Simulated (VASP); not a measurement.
TiO2 (rutile): the LDA highest Γ mode (no LO-TO splitting) against the volume, with shape and ions relaxed at each volume; LDA's own equilibrium is at 10.104 Å³/atom. VASP (PAW), 520 eV cut-off, 6×6×9 Γ-centred mesh, Gaussian smearing of 0.010 eV, potentials Ti_sv O.  Fit ln ω as a straight line in ln V.

```csv
V (Å³/atom),ln(ω/cm⁻¹)
9.497,6.7974
9.801,6.7506
10.104,6.7050
10.407,6.6597
10.71,6.6155
```

Problem. Fit the rows as the text says and predict the value at 8.891.

Solution. The slope is -1.51, a mode Grüneisen parameter of 1.51. The line misses the rows by up to 0.0008 and gives 6.8978 at 8.891. The run gave 6.8916, -0.0062 from the line.

Left out are failed runs and those whose mesh is unfit for this quantity.

The compound is TiO2 in the rutile structure.
